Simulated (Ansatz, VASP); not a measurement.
# One calculation of MgV3, two programs

INCAR

```
PREC = Accurate ; ENCUT = 520
EDIFF = 1E-6 ; ISMEAR = 0
SIGMA = 0.1 ; LREAL = F
LASPH = T ; NELM = 100
ALGO = Fast ; ISIF = 2
LWAVE = F ; LCHARG = F
GGA = PE ; NBANDS = 28
```

File KPOINTS:

```
regular mesh
0
Gamma
  12 12 12
```

The input POSCAR:

```
MgV3
1.0
    3.9030703298      0.0000000000      0.0000000000
    0.0000000000      3.9030703298      0.0000000000
    0.0000000000      0.0000000000      3.9030703298
V Mg
3 1
Direct
    0.0000000000      0.5000000000      0.5000000000
    0.5000000000      0.0000000000      0.5000000000
    0.5000000000      0.5000000000      0.0000000000
    0.0000000000      0.0000000000      0.0000000000
```

Input for Ansatz:

```yaml
crystal:
  lattice:
    - [3.9030703298, 0.0, 0.0]
    - [0.0, 3.9030703298, 0.0]
    - [0.0, 0.0, 3.9030703298]
  atoms:
    - { symbol: V, position: [0.0, 0.5, 0.5] }
    - { symbol: V, position: [0.5, 0.0, 0.5] }
    - { symbol: V, position: [0.5, 0.5, 0.0] }
    - { symbol: Mg, position: [0.0, 0.0, 0.0] }
basis:
  ecutwfc: 420
kpoints:
  mp_grid: { grid: [12, 12, 12] }
hamiltonian:
  xc: pbe
scf:
  occupations: { method: gaussian, width: 0.1 }
  lower_state_search: "off"
output:
  forces: true
  stress: true
  eigenvalues: true
```

Alike in both runs: task single point; functional PBE; k mesh 12 × 12 × 12; occupations gaussian, width 0.1 eV; no spin polarisation.

|  | VASP | Ansatz |
| --- | --- | --- |
| version | VASP 6.6.1 | Ansatz 0.2.0 |
| potentials or method | VASP PAW PBE potentials, release 64 (V_sv, Mg) | scalar-relativistic, plane waves, PAW |
| plane-wave cutoff (eV) | 520 | 420 |
| valence electrons in the cell | 41 | 49 |

|  | VASP | Ansatz | Ansatz less VASP |
| --- | --- | --- | --- |
| gap on the k mesh at the Fermi level (eV) | none | none | - |
| pressure (GPa) | -0.1 | -0.3 | -0.18 |

A gap of «none» marks a metal or a gap that the smearing closes. The functional is the same, so the differences come from potentials, cutoffs and numerics. The two sets of potentials don't hold the same shells in valence.
